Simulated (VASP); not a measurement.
# Al2W3 (P-3m1) in VASP: notebook, part 3 of 3

VASP 6.6.1.

**4. Relaxation of cell and atoms, PBE**

This run uses another cell than the first one, of 20.11 Å³/atom, 1.182 times its volume.

The input, INCAR:

```
PREC = Normal
ENCUT = 520
EDIFF = 1E-4
ISMEAR = 0
SIGMA = 0.15
LREAL = F
LASPH = T
NELM = 60
ALGO = Fast
ISIF = 3
LWAVE = F
LCHARG = F
GGA = PE
IBRION = 2
NSW = 24
EDIFFG = -0.08
```

The input, KPOINTS:

```
Automatic mesh
0
Gamma
  5 5 3
```

The input, POSCAR:

```
Al2W3
1.0
    4.4104044900      0.0000000000      0.0000000000
   -2.2052022400      3.8195223300      0.0000000000
    0.0000000000      0.0000000000      5.9675315100
Al W
2 3
Direct
    0.3333333300      0.6666666700      0.5000000000
    0.6666666700      0.3333333300      0.5000000000
    0.3333333300      0.6666666700      0.0000000000
    0.6666666700      0.3333333300      0.0000000000
    0.0000000000      0.0000000000      0.0000000000
```

Potentials or basis: VASP PAW PBE potentials, release 64 (Al, W_sv).

Command:

```sh
cat potpaw_PBE.64/Al/POTCAR potpaw_PBE.64/W_sv/POTCAR > POTCAR
mpirun -np 1 vasp_std > vasp.out
```

OUTCAR:

```text
PREC = Normal
   ENCUT = 520
   EDIFF = 1E-4
   ISMEAR = 0
   LREAL = F
   LASPH = T
   NELM = 60
   ISIF = 3
   GGA = PE
   IBRION = 2
   NSW = 24
   EDIFFG = -0.08

 ion  position               nearest neighbor table
   1  0.333  0.667  0.500-   2 2.55   2 2.55   2 2.55   3 2.98   3 2.98
   2  0.667  0.333  0.500-   1 2.55   1 2.55   1 2.55   4 2.98   4 2.98
   3  0.333  0.667  0.000-   5 2.55   4 2.55   4 2.55   5 2.55   5 2.55   4 2.55   1 2.98   1 2.98

   4  0.667  0.333  0.000-   5 2.55   3 2.55   3 2.55   5 2.55   5 2.55   3 2.55   2 2.98   2 2.98

   5  0.000  0.000  0.000-   3 2.55   4 2.55   3 2.55   4 2.55   4 2.55   3 2.55

  LATTYP: Found a hexagonal cell.
 ALAT       =     4.4104044900
 C/A-ratio  =     1.3530576444

  Lattice vectors:

 A1 = (   4.4104044900,   0.0000000000,   0.0000000000)
 A2 = (  -2.2052022400,   3.8195223300,   0.0000000000)
 A3 = (   0.0000000000,   0.0000000000,   5.9675315100)

Analysis of symmetry for initial positions (statically):
=====================================================================
 Subroutine PRICEL returns:
 Original cell was already a primitive cell.

 Routine SETGRP: Setting up the symmetry group for a
 hexagonal supercell.

 Subroutine GETGRP returns: Found 24 space group operations
 (whereof 24 operations were pure point group operations)
 out of a pool of 24 trial point group operations.

The static configuration has the point symmetry D_6h.

Analysis of symmetry for dynamics (positions and initial velocities):
=====================================================================
 Subroutine PRICEL returns:
 Original cell was already a primitive cell.

 Routine SETGRP: Setting up the symmetry group for a
 hexagonal supercell.

 Subroutine GETGRP returns: Found 24 space group operations
 (whereof 24 operations were pure point group operations)
 out of a pool of 24 trial point group operations.

The dynamic configuration has the point symmetry D_6h.

 Subroutine INISYM returns: Found 24 space group operations
 (whereof 24 operations are pure point group operations),
 and found     1 'primitive' translations

----------------------------------------------------------------------------------------

                                     Primitive cell

  volume of cell :     100.5269

  direct lattice vectors                    reciprocal lattice vectors
     4.410404490  0.000000000  0.000000000     0.226736573  0.130906421  0.000000000
    -2.205202240  3.819522330  0.000000000     0.000000000  0.261812843  0.000000000
     0.000000000  0.000000000  5.967531510     0.000000000  0.000000000  0.167573476

  length of vectors
     4.410404490  4.410404488  5.967531510     0.261812843  0.261812843  0.167573476

  position of ions in fractional coordinates (direct lattice)
     0.333333330  0.666666670  0.500000000
     0.666666670  0.333333330  0.500000000
     0.333333330  0.666666670  0.000000000
     0.666666670  0.333333330  0.000000000
     0.000000000  0.000000000  0.000000000

  ion indices of the primitive-cell ions
   primitive index   ion index
                 1           1
                 2           2
                 3           3
                 4           4
                 5           5

[... 34 lines left out ...]
  0.200000  0.000000  0.333333     12.000000
  0.400000  0.000000  0.333333     12.000000
  0.200000  0.200000  0.333333     12.000000
  0.400000  0.200000  0.333333     12.000000
   k-points           NKPTS =     10   k-points in BZ     NKDIM =     10   number of bands    NBANDS=     28
   number of dos      NEDOS =    301   number of ions     NIONS =      5
   total plane-waves  NPLWV =  28224
   dimension x,y,z NGX =    28 NGY =   28 NGZ =   36
   dimension x,y,z NGXF=    56 NGYF=   56 NGZF=   72
   ions per type =               2   3
   NGX,Y,Z   is equivalent  to a cutoff of  10.55, 10.55, 10.03 a.u.
   NGXF,Y,Z  is equivalent  to a cutoff of  21.11, 21.11, 20.06 a.u.
 SYSTEM =  unknown system
   PREC   = normal    normal or accurate (medium, high low for compatibility)
   ISTART =      0    job   : 0-new  1-cont  2-samecut
   ICHARG =      2    charge: 1-file 2-atom 10-const
   ISPIN  =      1    spin polarized calculation?
   LNONCOLLINEAR =      F non collinear calculations
   LSORBIT =      F    spin-orbit coupling
   LASPH  =      T    aspherical Exc in radial PAW
   ENCUT  =  520.0 eV  38.22 Ry    6.18 a.u.   8.20  8.20 11.10*2*pi/ulx,y,z
   NELM   =     60;   NELMIN=  2; NELMDL= -5     # of ELM steps
   EDIFF  = 0.1E-03   stopping-criterion for ELM
   LREAL  =      F    real-space projection
   EDIFFG = -.8E-01   stopping-criterion for IOM
   NSW    =     24    number of steps for IOM
   IBRION =      2    ionic relax: 0-MD 1-quasi-New 2-CG
   NFREE  =      1    steps in history (QN), initial steepest desc. (CG)
   ISIF   =      3    stress and relaxation
   ISYM   =      2    0-nonsym 1-usesym 2-fastsym
   POTIM  = 0.5000    time-step for ionic-motion
   TEBEG  =    0.0;   TEEND  =   0.0 temperature during run
   PSTRESS=    0.0 pullay stress
   NELECT =      48.0000    total number of electrons
   NUPDOWN=      -1.0000    fix difference up-down
   EMIN   =  10.00;   EMAX   =-10.00  energy-range for DOS
   EFERMI =   0.00;   METHOD = LEGACY
   ISMEAR =     0;   SIGMA  =   0.15  broadening in eV -4-tet -1-fermi 0-gaus
   EFERMI_NEDOS =   21; number of points for ismear=-14 and -15
   IALGO  =     68    algorithm
   IMIX   =      4    mixing-type and parameters
     AMIX     =   0.40;   BMIX     =  1.00
     AMIX_MAG =   1.60;   BMIX_MAG =  1.00
  volume/ion in A,a.u.               =      20.11       135.68
  Fermi-wavevector in a.u.,A,eV,Ry     =   1.279562  2.418021 22.276516  1.637278
  Thomas-Fermi vector in A             =   2.412040
   LORBIT       =      0    0 simple, 1 ext, 2 COOP (PROOUT), +10 PAW based schemes
   GGA     = PE    functional components
   LHFCALC =     F    Hartree Fock is set to
   AEXX    =    0.0000 exact exchange contribution
   IVDW    =     0    specifies the selected vdW correction
   LEPSILON=     F    determine dielectric tensor
   LRPA    =     F    only Hartree local field effects (RPA)
 conjugate gradient relaxation of ions
 non-spin polarized calculation
 RMM-DIIS sequential band-by-band and
 Gauss-broadening in eV      SIGMA  =   0.15
  energy-cutoff  :      520.00
  volume of cell :      100.53
 maximum number of plane-waves:      2716
   NGX = 17   NGY = 17   NGZ = 23

--------------------------------------- Ionic step        1  -------------------------------------------

 number of electron      48.0000021 magnetization

 Free energy of the ion-electron system (eV)
  ---------------------------------------------------
  ext. energy  EPLUGINS =         0.00000000
  ---------------------------------------------------
  free energy    TOTEN  =       -38.50410988 eV

  energy without entropy =      -38.41869953  energy(sigma->0) =      -38.46140470

------------------------ aborting loop because EDIFF is reached ----------------------------------------

  FORCE on cell =-STRESS in cart. coord.  units (eV):
  Direction    XX          YY          ZZ          XY          YZ          ZX
  --------------------------------------------------------------------------------------
  -------------------------------------------------------------------------------------
  Total       19.0373243     19.0373243     -7.0677735      0.0000000      0.0000000     -0.0000000
  in kB      303.4130763    303.4130764   -112.6447645      0.0000004      0.0000000     -0.0000000
  external PRESSURE =     164.7271294 kB  Pullay stress =       0.0000000 kB
[... 26 lines left out ...]
--------------------------------------- Ionic step        2  -------------------------------------------

 number of electron      48.0000013 magnetization

 E-fermi :   4.5003     XC(G=0):  -9.8177

 val. band max:        4.4697923168   @ k =   0.2000   0.0000   0.3333
 cond. band min:       4.5071462866   @ k =   0.2000   0.2000   0.0000
 fundamental gap:      0.0373539698
 Fermi energy:         4.5002731779

 k-point     1 :       0.0000    0.0000    0.0000
  band No.  band energies     occupation
      1     -69.8696      2.00000
      2     -69.6012      2.00000
      3     -69.5783      2.00000
      4     -34.2003      2.00000
      5     -33.8812      2.00000
      6     -33.8812      2.00000
[... 571 lines left out ...]
--------------------------------------- Ionic step        9  -------------------------------------------

 number of electron      47.9999999 magnetization

 Free energy of the ion-electron system (eV)
  ---------------------------------------------------
  ext. energy  EPLUGINS =         0.00000000
  ---------------------------------------------------
  free energy    TOTEN  =       -40.64126293 eV

  energy without entropy =      -40.57785455  energy(sigma->0) =      -40.60955874

 E-fermi :   7.1944     XC(G=0): -11.0234

 val. band max:        7.1827833261   @ k =   0.4000   0.0000   0.3333
 cond. band min:       7.2552678691   @ k =   0.2000   0.2000   0.0000
 fundamental gap:      0.0724845430
 Fermi energy:         7.1943501062

 k-point     1 :       0.0000    0.0000    0.0000
  band No.  band energies     occupation
      1     -66.7936      2.00000
      2     -66.4611      2.00000
      3     -66.3811      2.00000
      4     -31.1572      2.00000
      5     -31.1390      2.00000
      6     -31.1390      2.00000
[... 331 lines left out ...]
  FREE ENERGIE OF THE ION-ELECTRON SYSTEM (eV)
  ---------------------------------------------------
  free  energy   TOTEN  =       -40.6412629347 eV

  energy  without entropy=      -40.5778545545  energy(sigma->0) =      -40.60955874

 reached required accuracy - stopping structural energy minimisation
```

Run time: 2.2 min. Hardware: 1 thread of Intel Xeon Platinum 8259CL at 2.50GHz (Skylake/Cascade Lake), shared host; peak memory 0.19 GiB.

What came out:

* Free energy: -40.6413 eV
* Relaxed volume: 19.90 Å³/atom
* Relaxed cell: a = 4.724 Å, b = 4.724 Å, c = 5.148 Å, α = 90.00°, β = 90.00°, γ = 120.00°
* Space group after relaxing (to 0.05 Å): P6/mmm (No. 191)
* Energy gained by relaxing: 427.4 meV/atom
* Ionic steps: 9
* Pressure after relaxing: -0.1 GPa
* Band gap on the k mesh: none (metal or under the smearing width)

Step by step:
```tsv
step	energy change (eV)	largest force (eV/Å)	pressure (GPa)	volume (Å³)
1	0.0000	0.0000	16.47	100.53
2	0.6326	0.0000	-21.73	131.24
3	-1.3303	0.0000	-9.67	113.42
4	-1.3387	0.0000	-8.56	112.43
5	-1.8647	0.0000	-3.13	102.03
6	-1.8603	0.0000	-4.71	103.93
7	-2.0707	0.0000	-4.69	102.93
8	-2.0238	0.0000	7.37	95.22
9	-2.1372	0.0000	-0.08	99.49
```

Final structure:
```cif
data_structure
_symmetry_space_group_name_H-M 'P 1'
_symmetry_Int_Tables_number 1
_cell_length_a 4.7242
_cell_length_b 4.7242
_cell_length_c 5.1476
_cell_angle_alpha 90.000
_cell_angle_beta 90.000
_cell_angle_gamma 120.000
_cell_volume 99.49
loop_
_atom_site_label
_atom_site_type_symbol
_atom_site_fract_x
_atom_site_fract_y
_atom_site_fract_z
_atom_site_occupancy
Al1 Al 0.33333 0.66667 0.50000 1
Al2 Al 0.66667 0.33333 0.50000 1
W1 W 0.33333 0.66667 0.00000 1
W2 W 0.66667 0.33333 0.00000 1
W3 W 0.00000 0.00000 0.00000 1
```

Caveat: the relaxation stopped at a loose force limit of 0.08 eV/Å, so its end isn't a converged minimum.

**5. Relaxation of cell and atoms, PBE**

This run uses another cell than the first one, of 15.90 Å³/atom, 0.934 times its volume.

INCAR is that of step 4.

The input, KPOINTS:

```
Automatic mesh
0
Gamma
  5 5 5
```

The input, POSCAR:

```
Al2W3
1.0
    2.2400000000      1.2932646000      4.5733333300
   -2.2400000000      1.2932646000      4.5733333300
    0.0000000000     -2.5865292100      4.5733333300
Al W
2 3
Direct
    0.6000000000      0.6000000000      0.6000000000
    0.4000000000      0.4000000000      0.4000000000
    0.2000000000      0.2000000000      0.2000000000
    0.8000000000      0.8000000000      0.8000000000
    0.0000000000      0.0000000000      0.0000000000
```

Command:

```sh
cat potpaw_PBE.64/Al/POTCAR potpaw_PBE.64/W_sv/POTCAR > POTCAR
mpirun -np 1 vasp_std > vasp.out
```

It took 2.6 min on 1 thread of Intel Xeon Platinum 8259CL at 2.50GHz (Skylake/Cascade Lake), shared host; peak memory 0.19 GiB.

The run converged. Its results:

| Item | Value |
| --- | --- |
| Free energy | -46.2028 eV |
| Relaxed volume | 15.77 Å³/atom |
| Relaxed cell | a = 5.231 Å, b = 5.231 Å, c = 5.231 Å, α = 50.63°, β = 50.63°, γ = 50.63° |
| Space group after relaxing (to 0.05 Å) | R-3m (No. 166) |
| Energy gained by relaxing | 50.6 meV/atom |
| Ionic steps | 9 |
| Pressure after relaxing | -0.3 GPa |
| Largest force after relaxing | 0.024 eV/Å |
| Band gap on the k mesh | none (metal or under the smearing width) |

Forces on the atoms (eV/Å):
```
Al   0.000  0.000  0.018
Al   0.000  0.000 -0.018
W    0.000  0.000  0.024
W    0.000  0.000 -0.024
W    0.000  0.000  0.000
```

Step by step:
```tsv
step	energy change (eV)	largest force (eV/Å)	pressure (GPa)	volume (Å³)
1	0.0000	1.8139	-4.93	79.49
2	0.0308	0.6436	15.13	73.95
3	-0.1580	0.8335	3.30	76.70
4	-0.2268	0.2424	-1.33	78.91
5	-0.2268	0.2450	-0.94	78.81
6	-0.2498	0.1663	0.28	78.60
7	-0.2498	0.1698	0.15	78.61
8	-0.2521	0.0895	-0.07	78.73
9	-0.2528	0.0241	-0.35	78.85
```

Final structure:
```cif
data_structure
_symmetry_space_group_name_H-M 'P 1'
_symmetry_Int_Tables_number 1
_cell_length_a 5.2315
_cell_length_b 5.2315
_cell_length_c 5.2315
_cell_angle_alpha 50.627
_cell_angle_beta 50.627
_cell_angle_gamma 50.627
_cell_volume 78.85
loop_
_atom_site_label
_atom_site_type_symbol
_atom_site_fract_x
_atom_site_fract_y
_atom_site_fract_z
_atom_site_occupancy
Al1 Al 0.60376 0.60376 0.60376 1
Al2 Al 0.39624 0.39624 0.39624 1
W1 W 0.19160 0.19160 0.19160 1
W2 W 0.80840 0.80840 0.80840 1
W3 W 0.00000 0.00000 0.00000 1
```

Levels at points of the mesh, in eV from the Fermi level:
| k point | band 22 | band 23 | band 24 | band 25 | band 26 | band 27 |
| --- | --- | --- | --- | --- | --- | --- |
| (0.00, 0.00, 0.00) | -2.01 | -0.78 | -0.78 | -0.06 | 1.02 | 1.02 |

Caveat: the relaxation stopped at a loose force limit of 0.08 eV/Å, so its end isn't a converged minimum. The run has no spin-orbit coupling, so splittings on W are missing.

**6. Relaxation of cell and atoms, PBE**

This run uses another cell than the first one, of 15.26 Å³/atom, 0.897 times its volume.

INCAR is that of step 5.

The input, KPOINTS:

```
Automatic mesh
0
Gamma
  5 5 4
```

The input, POSCAR:

```
Al2W3
1.0
    4.1791487000      0.0000000000      0.0000000000
   -2.0895743500      3.6192489400      0.0000000000
    0.0000000000      0.0000000000      5.0459348100
Al W
2 3
Direct
    0.3333333300      0.6666666700      0.1380000000
    0.6666666700      0.3333333300      0.8620000000
    0.0000000000      0.0000000000      0.0000000000
    0.3333333300      0.6666666700      0.6250000000
    0.6666666700      0.3333333300      0.3750000000
```

Potentials or basis: VASP PAW PBE potentials, release 64 (Al, W_sv).

Command:

```sh
cat potpaw_PBE.64/Al/POTCAR potpaw_PBE.64/W_sv/POTCAR > POTCAR
mpirun -np 1 vasp_std > vasp.out
```

Run time: 65 s. Hardware: 1 thread of Intel Xeon Platinum 8259CL at 2.50GHz (Skylake/Cascade Lake), shared host; peak memory 0.16 GiB.

The run converged. Its results:

* Free energy: -42.5362 eV
* Relaxed volume: 16.82 Å³/atom
* Relaxed cell: a = 4.313 Å, b = 4.313 Å, c = 5.222 Å, α = 90.00°, β = 90.00°, γ = 120.00°
* Space group after relaxing (to 0.05 Å): P-3m1 (No. 164)
* Energy gained by relaxing: 97.5 meV/atom
* Ionic steps: 5
* Pressure after relaxing: 0.0 GPa
* Largest force after relaxing: 0.013 eV/Å
* Band gap on the k mesh: none (metal or under the smearing width)

Forces in eV/Å, atoms in the order of the input:
```
Al   0.000  0.000  0.013
Al   0.000  0.000 -0.013
W    0.000  0.000  0.000
W    0.000  0.000 -0.002
W    0.000  0.000  0.002
```

Stress tensor (GPa, compression positive):
```
-0.24  0.00  0.00
 0.00 -0.24  0.00
 0.00  0.00  0.39
```

The path:
| step | energy change (eV) | largest force (eV/Å) | pressure (GPa) | volume (Å³) |
| --- | --- | --- | --- | --- |
| 1 | 0.0000 | 0.5610 | 21.43 | 76.32 |
| 2 | 0.9540 | 0.4872 | -22.76 | 101.17 |
| 3 | -0.4859 | 0.0277 | -1.50 | 84.56 |
| 4 | -0.4874 | 0.0081 | 0.35 | 83.96 |
| 5 | -0.4875 | 0.0134 | -0.03 | 84.12 |

Final structure:
```
CELL_PARAMETERS angstrom
4.31294 0.00000 0.00000
-2.15647 3.73511 0.00000
0.00000 0.00000 5.22152
ATOMIC_POSITIONS crystal
Al 0.33333 0.66667 0.13655
Al 0.66667 0.33333 0.86345
W 0.00000 0.00000 0.00000
W 0.33333 0.66667 0.62712
W 0.66667 0.33333 0.37288
```

Levels at points of the mesh, in eV from the Fermi level:
```tsv
k point	band 22	band 23	band 24	band 25	band 26	band 27
(0.00, 0.00, 0.00)	-0.95	0.56	0.56	0.70	0.70	1.15
(0.00, 0.00, 0.50)	-0.44	0.17	0.17	0.50	1.07	1.07
```

Caveat: the relaxation stopped at a loose force limit of 0.08 eV/Å, so its end isn't a converged minimum. Spin-orbit coupling is left out, which matters for the levels of W.

**7. Overview**

| k mesh | gap on the mesh (eV) | pressure (GPa) | relaxed volume (Å³/atom) | largest force (eV/Å) |
| --- | --- | --- | --- | --- |
| 5 × 5 × 4 | none | 0.0 | 16.82 | 0.01 |
| 5 × 5 × 3 | none | -0.1 | 19.90 | - |
| 5 × 5 × 5 | none | -0.3 | 15.77 | 0.02 |

Alike in all rows: task relaxation of cell and atoms; level PBE; potentials or basis VASP PAW PBE potentials, release 64 (Al, W_sv); no spin polarisation; cell relaxed; cutoff (eV) 520; smearing gaussian 0.15 eV.

Caveats: the relaxation stopped at a loose force limit of 0.08 eV/Å, so its end isn't a converged minimum.

Total energies depend on the potentials used, so only differences within one code and one set of settings carry meaning.
